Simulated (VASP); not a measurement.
Consider the following.

```yaml
crystal:
  lattice:
    - [0.00000, 1.95761, 1.95761]
    - [1.95761, 0.00000, 1.95761]
    - [1.95761, 1.95761, 0.00000]
  atoms:
    - { symbol: Pt, position: [0.00000, 0.00000, 0.00000] }
```

Method: PBEsol GGA, VASP's PBE PAW potentials (set 64) (plane waves; VASP 6.6.1). Run with 500 eV cut-off, 16×16×16 Γ-centred mesh, first-order Methfessel-Paxton smearing of 0.10 eV, potentials Pt.

Unless said otherwise, spin-orbit coupling is left out, though it shifts the bands of the heavy elements here.

**Question.** Predict the energy per atom (σ→0), band gap (on the k-mesh) with the smallest direct gap where there is one.

**Answer.** 
- band gap (on the k-mesh): none (metal, semimetal or under 0.01 eV)
- energy per atom (σ→0): -6.962 eV/atom

The compound is Pt in the fcc structure. It was relaxed first.
